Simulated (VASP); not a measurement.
Output of a VASP run:

File OSZICAR:
```
       N       E                     dE             d eps       ncg     rms          rms(c)
DAV:   1     0.382172962697E+03    0.38217E+03   -0.11445E+04  3624   0.159E+03
DAV:   2    -0.901500721189E+01   -0.39119E+03   -0.38560E+03  5033   0.696E+02
DAV:   3    -0.338815399065E+02   -0.24867E+02   -0.24501E+02  6053   0.199E+02
DAV:   4    -0.342896521591E+02   -0.40811E+00   -0.40246E+00  5523   0.241E+01
DAV:   5    -0.342982980734E+02   -0.86459E-02   -0.85917E-02  5931   0.334E+00    0.958E+00
DAV:   6    -0.295062195225E+02    0.47921E+01   -0.63522E+00  4412   0.402E+01    0.220E+00
DAV:   7    -0.272880506509E+02    0.22182E+01   -0.15037E+00  4783   0.117E+01    0.874E-01
DAV:   8    -0.290964586672E+02   -0.18084E+01   -0.75376E-01  4328   0.705E+00    0.703E-01
DAV:   9    -0.284919019373E+02    0.60456E+00   -0.33562E-01  4006   0.765E+00    0.353E-01
DAV:  10    -0.285012949551E+02   -0.93930E-02   -0.16701E-02  5603   0.244E+00    0.359E-01
DAV:  11    -0.284849917339E+02    0.16303E-01   -0.38619E-03  3851   0.871E-01    0.369E-01
DAV:  12    -0.284987417776E+02   -0.13750E-01   -0.97826E-03  3712   0.128E+00    0.371E-01
DAV:  13    -0.285013571502E+02   -0.26154E-02   -0.58376E-02  4503   0.343E+00    0.940E-01
DAV:  14    -0.284695678235E+02    0.31789E-01   -0.14476E-01  4461   0.572E+00    0.208E+00
DAV:  15    -0.284144083226E+02    0.55160E-01   -0.12243E-01  4454   0.490E+00    0.106E+00
DAV:  16    -0.284072092242E+02    0.71991E-02   -0.41533E-02  4461   0.284E+00    0.477E-01
DAV:  17    -0.284079123792E+02   -0.70315E-03   -0.58825E-03  4602   0.121E+00    0.517E-01
DAV:  18    -0.284108047999E+02   -0.28924E-02   -0.12002E-03  4068   0.463E-01    0.500E-01
DAV:  19    -0.284110281084E+02   -0.22331E-03   -0.11970E-04  6114   0.146E-01    0.478E-01
DAV:  20    -0.284131890858E+02   -0.21610E-02   -0.37271E-03  3614   0.847E-01    0.415E-01
DAV:  21    -0.284143440258E+02   -0.11549E-02   -0.29040E-03  4699   0.693E-01    0.272E-01
DAV:  22    -0.284159840601E+02   -0.16400E-02   -0.10100E-02  4440   0.129E+00    0.860E-02
DAV:  23    -0.284167898982E+02   -0.80584E-03   -0.89959E-04  4588   0.530E-01    0.584E-02
DAV:  24    -0.284170195204E+02   -0.22962E-03   -0.83250E-05  4636   0.122E-01    0.680E-02
DAV:  25    -0.284175200287E+02   -0.50051E-03   -0.93601E-04  3614   0.402E-01    0.432E-02
DAV:  26    -0.284174229578E+02    0.97071E-04   -0.16268E-04  5470   0.159E-01    0.223E-02
DAV:  27    -0.284175018493E+02   -0.78892E-04   -0.28983E-04  3642   0.226E-01    0.104E-02
DAV:  28    -0.284174199302E+02    0.81919E-04   -0.80973E-05  3956   0.118E-01    0.109E-02
DAV:  29    -0.284174363248E+02   -0.16395E-04   -0.20388E-05  3691   0.537E-02    0.827E-03
DAV:  30    -0.284174394998E+02   -0.31749E-05   -0.90959E-06  5084   0.376E-02    0.186E-03
DAV:  31    -0.284174408141E+02   -0.13143E-05   -0.42896E-06  3698   0.267E-02    0.175E-03
DAV:  32    -0.284174368516E+02    0.39626E-05   -0.32858E-06  3691   0.232E-02    0.117E-03
DAV:  33    -0.284174357992E+02    0.10524E-05   -0.14939E-06  3398   0.149E-02    0.443E-04
DAV:  34    -0.284174378561E+02   -0.20570E-05   -0.44304E-07  3410   0.104E-02    0.610E-04
DAV:  35    -0.284174385234E+02   -0.66728E-06   -0.12805E-07  2773   0.627E-03    0.545E-04
DAV:  36    -0.284174385049E+02    0.18447E-07   -0.81155E-08  2164   0.425E-03
   1 F= -.28417439E+02 E0= -.28417439E+02  d E =0.000000E+00
       N       E                     dE             ncg
```

**OUTCAR**
```
------------------------ aborting loop because EDIFF is reached ----------------------------------------
  FORCE on cell =-STRESS in cart. coord.  units (eV):
  Direction    XX          YY          ZZ          XY          YZ          ZX
  --------------------------------------------------------------------------------------
  Total        0.0050140      0.0050140      0.0300062      0.0000000     -0.0000000      0.0000000
  in kB        0.1619831      0.1619831      0.9693745      0.0000000     -0.0000000      0.0000000
  external PRESSURE =       0.4311136 kB  Pullay stress =       0.0000000 kB
  volume of cell :       49.59
      direct lattice vectors                 reciprocal lattice vectors
     1.662999374 -2.880399322  0.000000000     0.300661568 -0.173587043  0.000000000
     1.662999374  2.880399322  0.000000000     0.300661568  0.173587043  0.000000000
     0.000000000  0.000000000  5.176720486     0.000000000  0.000000000  0.193172493
 POSITION                                       TOTAL-FORCE (eV/Angst)
 -----------------------------------------------------------------------------------
      1.66300      0.96014      1.29418        -0.000000      0.000000      0.000000
      1.66300     -0.96014      3.88254         0.000000     -0.000000      0.000000
 -----------------------------------------------------------------------------------
    total drift:                                0.000125      0.000691     -0.000014
  FREE ENERGIE OF THE ION-ELECTRON SYSTEM (eV)
  ---------------------------------------------------
  free  energy   TOTEN  =       -28.4174385049 eV

  energy  without entropy=      -28.4174385049  energy(sigma->0) =      -28.41743850

 total charge

# of ion       s       p       d       tot
------------------------------------------
    1        2.267   6.113   0.959   9.340
    2        2.267   6.113   0.959   9.340
--------------------------------------------------
tot          4.535  12.227   1.918  18.680
```
(Selected blocks of OUTCAR.)

POSCAR:
```
Sc
1
    1.6629993744    -2.8803993217     0.0000000000
    1.6629993744     2.8803993217     0.0000000000
    0.0000000000    -0.0000000000     5.1767204859
Sc
2
Direct
  0.3333330000   0.6666670000   0.2500000000
  0.6666670000   0.3333330000   0.7500000000
```

Problem. Write an INCAR and KPOINTS that could have produced this output.

Solution. Several could match; the one computed here: the input of the run itself, SCAN meta-GGA, plane waves, VASP's PBE PAW potentials (set 64).

**INCAR**
```
! general
SYSTEM  = Sc
PREC    = Accurate
ENCUT   = 520
LREAL   = .False.
LASPH   = .True.

! electronic loop
EDIFF   = 1E-7
NELM    = 100
ALGO    = Normal
LMAXMIX = 4
LMIXTAU = .True.

! smearing
ISMEAR  = -5

! functional
METAGGA = SCAN

! ions
ISIF    = 2

! output
LWAVE   = .False.
LCHARG  = .False.
LORBIT  = 11
NEDOS   = 601
```

KPOINTS_OPT:
```
k-points along high-symmetry lines
6
Line-mode
Reciprocal
  0.000000   0.000000   0.000000 ! GAMMA
  0.000000   0.500000   0.000000 ! M

  0.000000   0.500000   0.000000 ! M
 -0.333333   0.666667   0.000000 ! K

 -0.333333   0.666667   0.000000 ! K
  0.000000   0.000000   0.000000 ! GAMMA

  0.000000   0.000000   0.000000 ! GAMMA
  0.000000   0.000000   0.500000 ! A

  0.000000   0.000000   0.500000 ! A
  0.000000   0.500000   0.500000 ! L

  0.000000   0.500000   0.500000 ! L
 -0.333333   0.666667   0.500000 ! H

 -0.333333   0.666667   0.500000 ! H
  0.000000   0.000000   0.500000 ! A

  0.000000   0.500000   0.500000 ! L
  0.000000   0.500000   0.000000 ! M

 -0.333333   0.666667   0.500000 ! H
 -0.333333   0.666667   0.000000 ! K
```

File KPOINTS:
```
Automatic mesh
0
Gamma
14 14 8
0 0 0
```

POTCAR, in this order: Sc_sv (PBE.64 set). Program: vasp_std.

For a metal the tetrahedron method with Blöchl corrections gives inexact stress and forces.

The compound is Sc in the hcp structure. It was relaxed first.
